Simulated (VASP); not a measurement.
# Al2Cl with BLYP: from relaxation to properties, part 2 of 2

Wanted: the relaxed cell of Al2Cl and its properties. The cell is generated by rule, not measured, and may not be a known phase. Left out of this account: 1 further run (elastic: elastic constants of a metal on too coarse a mesh).

VASP 6.6.1, plane waves and PAW; the level of theory is named at each step.

Still holding for the runs below: This run has no spin polarisation. Its electron count is odd, so without a moment it is a metal by construction. The k-mesh is coarse for a metal.

So far. Step 7 (Core levels (BLYP)): Atoms of one element give levels within 0.1 eV of each other. Step 8 (Zone-centre phonons (BLYP)): The three acoustic modes lie within 0.5 cm⁻¹ of zero, but 2 optical modes are imaginary, so the cell is a saddle point and not a minimum. By the characters of their eigenvectors the optical modes sort into (cm⁻¹) infrared active: Eu 104i, Eu 39, A2u 80; silent: Bu 46. B labels carry no number here, since it depends on the setting of the axes.

## (9) A semilocal run for the hybrid's start

This step: PBE; plane waves and PAW (Al, Cl); invented cell (VASP 6.6.1).

A hybrid converges badly from random orbitals, so a cheap semilocal run writes a WAVECAR on the same mesh first.

Contents of INCAR:

```
SYSTEM = Al2Cl
PREC = Accurate
ENCUT = 400
EDIFF = 1E-05
NELM = 100
ISMEAR = 0
SIGMA = 0.05
LREAL = .FALSE.
ALGO = Normal
GGA = PE
LORBIT = 11
LWAVE = .TRUE.
LCHARG = .FALSE.
```

Contents of POSCAR:

```
Al2Cl
1.0
    5.4532658600      0.0000000000      0.0000000000
    0.0000000000      5.4532658600      0.0000000000
    0.0000000000      0.0000000000      2.9692341786
Al Cl
2 1
Direct
    0.5000000000      0.0000000000      0.0000000000
    0.0000000000      0.5000000000      0.0000000000
    0.0000000000      0.0000000000      0.0000000000
```

Contents of KPOINTS:

```
Automatic mesh
0
Gamma
3 3 5
0 0 0
```

Potentials, in the order of the species: Al and Cl (PBE family, release 64).

Started as:

```bash
mpirun -np 1 vasp_std
```

Wall time 5.6 s (1 MPI rank of Intel Xeon Platinum 8375C at 2.90GHz (Ice Lake), shared host); peak memory 0.15 GiB.

At this level the cell is under a tension of 3.7 GPa, so at these settings it is away from equilibrium.

This step gave:

| Quantity | Value |
| --- | --- |
| SCF cycles | 11 |
| irreducible k-points | 9 |
| free energy (TOTEN) | -8.471 eV |
| energy at zero smearing | -8.470 eV |
| Fermi energy | 3.238 eV |
| pressure | -3.748 GPa |

## (10) Bands along the symmetry lines (HSE06)

This step: HSE06; plane waves and PAW (Al, Cl); invented cell (VASP 6.6.1).

HSE06 mixes in a quarter of exact exchange at short range, at far higher cost; in semiconductors this cures much of the gap error, while metals seldom gain.

Contents of INCAR:

```
SYSTEM = Al2Cl
PREC = Accurate
ENCUT = 400
EDIFF = 1E-06
NELM = 100
ISMEAR = 0
SIGMA = 0.05
LREAL = .FALSE.
ALGO = Normal
LHFCALC = .TRUE.
AEXX = 0.25
GGA = PE
HFSCREEN = 0.2
LASPH = .TRUE.
PRECFOCK = Fast
LORBIT = 11
LWAVE = .FALSE.
LCHARG = .FALSE.
```

POSCAR is that of step 9.

KPOINTS is that of step 9.

Contents of KPOINTS_OPT:

```
Line mode
10
Line-mode
Reciprocal
  0.00000000   0.00000000   0.00000000 GAMMA
  0.00000000   0.50000000   0.00000000 X

  0.00000000   0.50000000   0.00000000 X
  0.50000000   0.50000000   0.00000000 M

  0.50000000   0.50000000   0.00000000 M
  0.00000000   0.00000000   0.00000000 GAMMA

  0.00000000   0.00000000   0.00000000 GAMMA
  0.00000000   0.00000000   0.50000000 Z

  0.00000000   0.00000000   0.50000000 Z
  0.00000000   0.50000000   0.50000000 R

  0.00000000   0.50000000   0.50000000 R
  0.50000000   0.50000000   0.50000000 A

  0.50000000   0.50000000   0.50000000 A
  0.00000000   0.00000000   0.50000000 Z

  0.00000000   0.50000000   0.00000000 X
  0.00000000   0.50000000   0.50000000 R

  0.50000000   0.50000000   0.00000000 M
  0.50000000   0.50000000   0.50000000 A
```

The WAVECAR or CHGCAR of an earlier step is read.

Started as:

```bash
mpirun -np 1 vasp_std
```

The job ended after 13 min (1 MPI rank; peak memory 0.29 GiB).

The k-mesh is coarse for exact exchange; levels may shift by about 0.1 eV on a finer one.

This step gave:

* SCF cycles: 10
* free energy (TOTEN): -9.917 eV
* energy at zero smearing: -9.916 eV
* Fermi energy: 3.316 eV

The electronic bands at the labelled points (eV, zero at the Fermi level; # counts the bands kept):

| point | #3 | #4 | #5 | #6 | #7 |
| --- | --- | --- | --- | --- | --- |
| Γ | -7.21 | -5.76 | -3.05 | 0.57 | 0.57 |
| 0.44 of the way | -6.61 | -4.87 | -3.05 | 0.00 | 0.10 |
| X | -6.43 | -3.52 | -3.05 | -0.39 | -0.25 |
| 0.56 of the way | -4.55 | -3.45 | -3.04 | -2.30 | 1.13 |
| M | -3.33 | -3.33 | -3.04 | -2.96 | 0.49 |
| 0.44 of the way | -4.91 | -4.21 | -3.05 | -1.88 | 1.74 |
| Γ | -7.21 | -5.76 | -3.05 | 0.57 | 0.57 |
| 0.56 of the way | -6.45 | -5.11 | -4.28 | 1.72 | 1.72 |
| Z | -6.27 | -2.84 | -1.70 | -1.19 | -0.82 |
| 0.44 of the way | -6.26 | -2.40 | -1.81 | -1.07 | -0.86 |
| R | -6.24 | -2.09 | -1.95 | -1.19 | -0.14 |
| 0.44 of the way | -6.52 | -2.02 | -1.51 | -1.18 | -0.05 |
| A | -6.83 | -1.91 | -1.91 | 0.26 | 0.26 |
| 0.44 of the way | -6.62 | -1.86 | -1.55 | -1.35 | -0.39 |
| Z | -6.27 | -2.84 | -1.70 | -1.19 | -0.82 |
| jump to X | -6.43 | -3.52 | -3.05 | -0.39 | -0.25 |
| 0.44 of the way | -5.78 | -4.79 | -3.10 | 0.51 | 0.64 |
| R | -6.24 | -2.09 | -1.95 | -1.19 | -0.14 |
| jump to M | -3.33 | -3.33 | -3.04 | -2.96 | 0.49 |
| 0.44 of the way | -5.11 | -2.91 | -2.91 | -1.99 | 1.35 |
| A | -6.83 | -1.91 | -1.91 | 0.26 | 0.26 |

Of the projections kept (Al, Cl), the largest for each band there; the rest of the weight can lie on other orbitals:

| point | #3 | #4 | #5 | #6 | #7 |
| --- | --- | --- | --- | --- | --- |
| Γ | Al 0.87 | Al 1.00 | Cl 1.00 | Al 0.68 | Al 0.68 |
| X | Al 0.92 | Cl 0.73 | Cl 1.00 | Al 1.00 | Al 1.00 |
| M | Cl 0.67 | Cl 0.67 | Cl 1.00 | Al 1.00 | Al 0.65 |
| Γ | Al 0.87 | Al 1.00 | Cl 1.00 | Al 0.68 | Al 0.68 |
| Z | Cl 0.95 | Al 0.91 | Al 0.64 | Al 1.00 | Al 1.00 |
| R | Cl 0.95 | Al 1.00 | Al 0.94 | Al 0.80 | Al 0.58 |

There is no gap at this level.

## (11) Results

| Quantity | Value |
| --- | --- |
| relaxed volume | 29.43 Å³/atom |
| relaxed conventional cell a, b, c | 5.453, 5.453, 2.969 Å |
| space group after relaxing, within 0.02 Å | P4/mmm (No. 123) |
| band gap | none, a metal |
| DOS at the Fermi level | 1.09 states/eV/cell |
| shallowest level of the frozen cores | Al1 2p, 65.7 eV deep |
| highest zone-centre mode | 79.6 cm⁻¹ |
| imaginary zone-centre modes | 2, down to 104i cm⁻¹ |
| band gap (HSE06) | none, a metal |

In words: With BLYP, Al2Cl relaxes to 29.43 Å³/atom in space group P4/mmm and comes out as a metal. Band structure (BLYP): Of the bands kept, 2 cross the Fermi level on this path. Zone-centre phonons (BLYP): The highest mode in this list at Γ, 79.6 cm⁻¹, has its largest share on Cl (61 % of the kinetic energy). 2 modes are imaginary, down to 104.1i cm⁻¹: the energy falls along them. Bands along the symmetry lines (HSE06): Of the bands kept, 2 cross the Fermi level on this path. The other levels ran on the cell relaxed with BLYP, and without spin-orbit coupling unless named. The k-sampling is coarse for a metal, so the Fermi level, pressures and the shape of the cell carry errors. With an odd electron count and no spin the cell is a metal by construction. Imaginary modes at Γ mean that the cell would distort to a lower symmetry. No search among competing phases was made. All values are for a static lattice at zero temperature.

[Lines on the potential files, build, host, timing and source positions are cut from VASP's logs without a mark.]

[Logs are printed without paths, hosts, clocks, repeated set-up lines and the standing remarks that a program may print on its own settings, such as how far it seeks lower states.]

[Hosts, paths, dates, database ids (printed as entryN), source tags and the programs' standing remarks are cut or masked in the printed files.]

[A measured line is paired with the nearest computed mode of its activity, which favours agreement.]
